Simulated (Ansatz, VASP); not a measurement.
# HfO2 (amorphous HfO2): VASP beside Ansatz, part 3 of 3

Wanted: the spread between two codes on one cell, functional and k mesh. Of the first pair: The structure shown is the start of the Ansatz relaxation below; VASP solves that cell, so the two are compared at the walk's first step.

VASP 6.6.1 and Ansatz 0.2.0.

So far. Step 4 (Differences): The forces differ by 51 meV/Å r.m.s., which is 51.6 % of the r.m.s. force of 0.099 eV/Å (both taken over all components).

**6. VASP: single point, PBE, relaxed cell, pair 2**

Level of this step: PBE; plane waves and PAW (Hf_pv, O) (VASP).

The same cell, functional, mesh and smearing now go to VASP, with its own data sets.

File INCAR:

```
SYSTEM = HfO2
PREC = Accurate
ENCUT = 600
EDIFF = 1E-06
NELM = 120
ISMEAR = -1
SIGMA = 0.025
LREAL = Auto
ALGO = Normal
GGA = PE
NBANDS = 368
LASPH = .TRUE.
LORBIT = 11
LWAVE = .FALSE.
LCHARG = .FALSE.
ISIF = 2
GGA_COMPAT = .FALSE.
EFERMI = MIDGAP
NCORE = 2
```

File POSCAR:

```
HfO2
1.0
   10.2233740000     -0.0459480000      0.0095980000
   -0.0459480000     10.6049220000      0.0194870000
    0.0095980000      0.0194870000     10.5603140000
Hf O
28 56
Direct
    0.4908300000      0.6238800000      0.4370200000
    0.5478200000      0.5792400000      0.8760800000
    0.5390200000      0.9465900000      0.9386300000
    0.4288400000      0.3155800000      0.6473400000
    0.9671400000      0.9642700000      0.5319700000
    0.9293600000      0.5515300000      0.0120100000
    0.6503300000      0.4692300000      0.1697300000
    0.0104900000      0.0963800000      0.0853000000
    0.9527700000      0.3965200000      0.2807800000
    0.7332400000      0.0167800000      0.3338700000
    0.7170900000      0.4821200000      0.6248900000
    0.4540100000      0.7328600000      0.1450900000
    0.2921700000      0.2137600000      0.9922400000
    0.8163200000      0.6657300000      0.3572100000
    0.8466300000      0.8478800000      0.0575400000
    0.5045700000      0.1504200000      0.2012900000
    0.6802800000      0.0691000000      0.6504000000
    0.4157800000      0.9305100000      0.4434400000
    0.9667700000      0.2441600000      0.7833000000
    0.2044500000      0.7988800000      0.9722200000
    0.2281500000      0.0904600000      0.7098900000
    0.2796000000      0.4823800000      0.1604700000
    0.2165300000      0.5108500000      0.8197000000
    0.7390300000      0.3181300000      0.9389400000
    0.1894200000      0.1820000000      0.3430700000
    0.2410300000      0.7782200000      0.6692000000
    0.8512100000      0.7457700000      0.7264900000
    0.0386500000      0.4686600000      0.5636400000
    0.0973600000      0.0351800000      0.4061300000
    0.5226100000      0.4650400000      0.5484500000
    0.1181500000      0.3693100000      0.7223300000
    0.3717800000      0.0865700000      0.3391500000
    0.8103300000      0.9172400000      0.6726000000
    0.8745000000      0.7219700000      0.9109300000
    0.5982700000      0.9657200000      0.4831900000
    0.4033600000      0.4717400000      0.7809800000
    0.2786000000      0.9541000000      0.5803900000
    0.1760200000      0.5922400000      0.6400800000
    0.0356800000      0.9011500000      0.0241400000
    0.7043800000      0.5258600000      0.9898400000
    0.0356800000      0.1027900000      0.6655200000
    0.9778500000      0.5635800000      0.3964500000
    0.9084100000      0.4191400000      0.8743700000
    0.3754900000      0.5233600000      0.3205500000
    0.8686600000      0.9948600000      0.1856500000
    0.7289100000      0.9568600000      0.9628700000
    0.7697300000      0.1892500000      0.7792900000
    0.2003200000      0.1068800000      0.1328600000
    0.0106400000      0.2188500000      0.2362000000
    0.8214200000      0.0880900000      0.4952300000
    0.3590700000      0.2067200000      0.8006200000
    0.4664700000      0.5391800000      0.0742100000
    0.8574200000      0.6809700000      0.1604300000
    0.8585000000      0.8477400000      0.4025600000
    0.0709200000      0.4878500000      0.1561400000
    0.3162900000      0.6939900000      0.8343500000
    0.6623500000      0.1862600000      0.3003600000
    0.2461300000      0.3985000000      0.9796900000
    0.3437800000      0.2929000000      0.1866600000
    0.3681000000      0.8781000000      0.0409500000
    0.6383200000      0.4072200000      0.7895200000
    0.4120600000      0.7884400000      0.3241000000
    0.8379200000      0.3988000000      0.1154100000
    0.2869000000      0.2161700000      0.5572500000
    0.0982300000      0.6233600000      0.9297400000
    0.6010800000      0.3034000000      0.0826200000
    0.2229900000      0.9172900000      0.8137200000
    0.6722800000      0.6466900000      0.7429300000
    0.6124800000      0.6489600000      0.2599000000
    0.8942700000      0.5907600000      0.6315500000
    0.4004600000      0.7441000000      0.5578200000
    0.1265900000      0.1566500000      0.8943200000
    0.1035900000      0.3511600000      0.4153900000
    0.5397500000      0.9824500000      0.7587300000
    0.0396200000      0.8135200000      0.6397500000
    0.8962500000      0.1975200000      0.9731800000
    0.8779600000      0.3584200000      0.6110800000
    0.2646400000      0.6754900000      0.1190300000
    0.5731100000      0.2149600000      0.5966900000
    0.7633500000      0.4591300000      0.3312900000
    0.5820100000      0.9665100000      0.2082200000
    0.4628500000      0.1106500000      0.0133800000
    0.5663800000      0.7512400000      0.9758400000
    0.6840300000      0.6425100000      0.4969900000
```

File KPOINTS:

```
Automatic mesh
0
Gamma
1 1 1
0 0 0
```

Potentials, in the order of the species: Hf_pv and O (PBE family, release 64).

Run with:

```bash
> mpirun -np 8 vasp_gam
```

Numbers of over 12 decimals in the logs are rounded to 6 here.

The program printed:

```text
[... set-up lines as in an earlier step ...]
 entering main loop
       N       E                     dE             d eps       ncg     rms          rms(c)
DAV:   1     0.619933981533E+04    0.61993E+04   -0.42927E+05   736   0.195E+03
DAV:   2    -0.424922135788E+03   -0.66243E+04   -0.63830E+04   888   0.505E+02
DAV:   3    -0.982895830019E+03   -0.55797E+03   -0.55453E+03   856   0.125E+02
DAV:   4    -0.996506083232E+03   -0.13610E+02   -0.13558E+02   856   0.212E+01
[...]
DAV:  16    -0.837012343498E+03   -0.10602E-04   -0.39999E-05   840   0.143E-02    0.180E-02
DAV:  17    -0.837012345529E+03   -0.20306E-05   -0.18244E-05   848   0.880E-03    0.979E-03
DAV:  18    -0.837012346034E+03   -0.50484E-06   -0.27875E-06   640   0.407E-03
   1 F= -.83701235E+03 E0= -.83701235E+03  d E =0.000000E+00
```

Parts of OUTCAR (step 6):

```text
  FREE ENERGIE OF THE ION-ELECTRON SYSTEM (eV)
  ---------------------------------------------------
  free  energy   TOTEN  =      -837.0123460337 eV

  energy  without entropy=     -837.0123460337  energy(sigma->0) =     -837.01234603
```

The run ends at a pressure of -2.48 GPa, with forces up to 0.19 eV/Å.

**7. Comparison**

What differs besides the data sets and the points named for the pairs above, as far as they apply: the data sets hold 1064 valence electrons in Ansatz (on its default PAW (the set named soft_2) files) and 616 in VASP; the cutoff is 420 eV in Ansatz and 600 eV in VASP (PREC = Accurate, projectors in real space). Total energies have different zeros and are not compared.

The two programs side by side:

```csv
quantity,Ansatz,VASP,difference
pressure (GPa),0.01,-2.48,+2.49
gap on the k mesh (eV),3.779,3.745,+0.033
```

Forces on 7 of the 84 atoms, those with the largest forces and the largest differences (eV/Å; atoms numbered as in POSCAR):

```csv
atom,"Ansatz x, y, z","VASP x, y, z"
Hf2,"0.000, 0.003, 0.000","0.138, -0.022, 0.021"
Hf7,"-0.006, 0.001, -0.011","0.098, -0.003, -0.134"
Hf24,"0.003, 0.001, 0.001","0.118, 0.097, -0.003"
O50,"-0.004, 0.000, 0.000","-0.021, -0.162, -0.015"
O57,"-0.005, 0.001, 0.001","-0.077, -0.162, -0.050"
O80,"0.002, -0.001, 0.003","0.051, 0.067, -0.118"
O81,"-0.001, -0.002, 0.000","0.049, 0.118, 0.058"
```

The forces differ by 52 meV/Å r.m.s., where the r.m.s. force is 0.004 eV/Å in Ansatz and 0.052 eV/Å in VASP: the atoms lie near their places of rest in Ansatz, so a percentage would say little (all taken over all components). A gap on the mesh is an upper bound, since the band edges may lie between its points; neither run holds spin-orbit coupling, which can move the band edges of a compound of Hf.

**8. Summary of results**

* r.m.s. force difference (single point, PBE, start cell, pair 1): 51 meV/Å
* r.m.s. force difference (single point, PBE, relaxed cell, pair 2): 52 meV/Å
* difference in pressure (single point, PBE, relaxed cell, pair 2): 2.5 GPa

In words: The r.m.s. force difference is 52 meV/Å (single point, PBE, relaxed cell, pair 2), beyond the 12 meV/Å picked in this series as the mark of a large difference. The data sets hold unlike numbers of valence electrons (1064 in Ansatz and 616 in VASP), so part of the differences comes from the potentials. What causes the difference of the single point, PBE, start cell, pair 1 pair stays open here. By the marks of this series, far apart in the single point, PBE, relaxed cell, pair 2 pair: the r.m.s. force difference, 52 meV/Å and the difference in pressure, 2.5 GPa. What causes the difference of the single point, PBE, relaxed cell, pair 2 pair stays open here. Such differences can come from data sets, numerical settings and the points named under the comparisons, not from the functional's error against experiment.

[Lines on the potential files, build, host, timing and source positions are cut from VASP's logs without a mark.]

[Logs are printed without paths, hosts, clocks, repeated set-up lines and the standing remarks that a program may print on its own settings, such as how far it seeks lower states.]

[Hosts, paths, dates, database ids (printed as entryN), source tags and the programs' standing remarks are cut or masked in the printed files.]
